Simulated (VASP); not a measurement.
Set up this calculation in VASP 6.6.1, as the native input.

* Task: relaxation of cell and atoms
* Functional: LDA
* Potentials or basis: VASP PAW LDA potentials, release 64 (C)
* Cutoff: 600 eV
* k mesh: 15 × 15 × 1
* Occupations: gaussian, width 0.03 eV
* Spin: no spin polarisation
* Further INCAR settings: ALGO = Normal; EDIFF = 1e-07; IBRION = 2; EDIFFG = -0.005; NSW = 90; ISIF = 3

The structure of C lies in POSCAR:

```
C                                       
1.0
    2.4459179252      0.0000000000      0.0000000000
   -1.2229589626      2.1182270614      0.0000000000
    0.0000000000      0.0000000000     24.8239500000
  C             
     6
Direct
     0.0000000000000000    0.0000000000000000    0.3632757876884424
     0.6666666699999979    0.3333333300000021    0.3632577031487855
     0.0000000000000000    1.0000000000000000    0.4999997388306372
     0.3333333300000021    0.6666666699999979    0.5000003047737320
     0.0000000000000000    0.0000000000000000    0.6367229959168076
     0.6666666699999979    0.3333333300000021    0.6367434696415954
```

These files were run (other wordings do the same):

INCAR

```
  PREC = Accurate
  ENCUT = 600
  EDIFF = 1E-7
  ISMEAR = 0
  SIGMA = 0.03
  LREAL = False
  LASPH = True
  NELM = 80
  ALGO = Normal
  ISIF = 3
  LWAVE = False
  LCHARG = False
  IBRION = 2
  NSW = 90
  EDIFFG = -0.005
  LATTICE_CONSTRAINTS = .TRUE. .TRUE. .FALSE.
  KPAR = 2
```

KPOINTS

```
Automatic mesh
0
Gamma
  15 15 1
```

Potentials or basis: VASP PAW LDA potentials, release 64 (C).

Run with:

```sh
$ cat potpaw_LDA.64/C/POTCAR > POTCAR
$ mpirun -np 2 vasp_std > vasp.out
```

Results of the run:

The relaxed volume is 21.44 Å³/atom and the relaxed cell is a = 2.446 Å, b = 2.446 Å, c = 24.824 Å, α = 90.00°, β = 90.00°, γ = 120.00°. The space group after relaxing (to 0.05 Å) is P-6m2 (No. 187), the energy gained by relaxing is 0.3 meV/atom and the ionic steps are 16. The band gap on the k mesh is 0.00 eV, direct.

Run time: 9.1 min on 2 MPI ranks on AMD EPYC 7R43 64-Core Processor (Zen 3), with other jobs on the host, peak memory 0.21 GiB a rank.
